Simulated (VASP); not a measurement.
Level of theory: rev-vdW-DF2, VASP's PBE PAW potentials (set 64) (plane waves; VASP).

Input for VASP

INCAR:
```
IBRION = 2
NELM = 100   ! most electronic steps
LREAL = F   ! projection in real space or not
ENCUT = 520   ! plane-wave cut-off (eV)
ISMEAR = 1   ! Methfessel-Paxton
PARAM1 = 0.1234568
ISIF = 4   ! ions and shape, fixed volume
LMAXMIX = 6   ! l cut-off of mixed one-centre charges
GGA = MK
EDIFF = 1E-7
SIGMA = 0.1   ! width (eV)
LUSE_VDW = T
PREC = Accurate
LCHARG = F
MAGMOM = 2.9 0.3
LORBIT = 10
AGGAC = 0.0
PARAM2 = 0.7114
ISPIN = 2
LWAVE = F
NSW = 30   ! most ionic steps
ZAB_VDW = -1.8867
SYSTEM = FePt
LASPH = T   ! aspherical one-centre terms
EDIFFG = -0.01
ALGO = Normal   ! blocked Davidson
```

KPOINTS:
```
Regular mesh
0
gamma
 13 13 10
0 0 0
```

POSCAR:
```
FePt
1.0
  2.7085022987   0.0000000000   0.0000000000
  0.0000000000   2.7085022987   0.0000000000
  0.0000000000   0.0000000000   3.7398042574
Fe Pt
1 1
Direct
  1.0000000000   0.0000000000   0.0000000000
  0.5000000000   0.5000000000   0.5000000000
```

POTCAR, in this order: Fe Pt (PBE.64 set). Program: vasp_std.

Question: What will the output report for the number of irreducible k-points (NKPTS), largest plane-wave count, number of space-group operations, FFT grid (NGX, NGY, NGZ)?

Answer: 
- number of irreducible k-points (NKPTS): 168
- largest plane-wave count: 760
- number of space-group operations: 16
- FFT grid (NGX, NGY, NGZ): 20 × 20 × 28

The compound is FePt in the L1_0 structure. This run relaxes it. Symmetry was kept, so distortions that lower it aren't found.
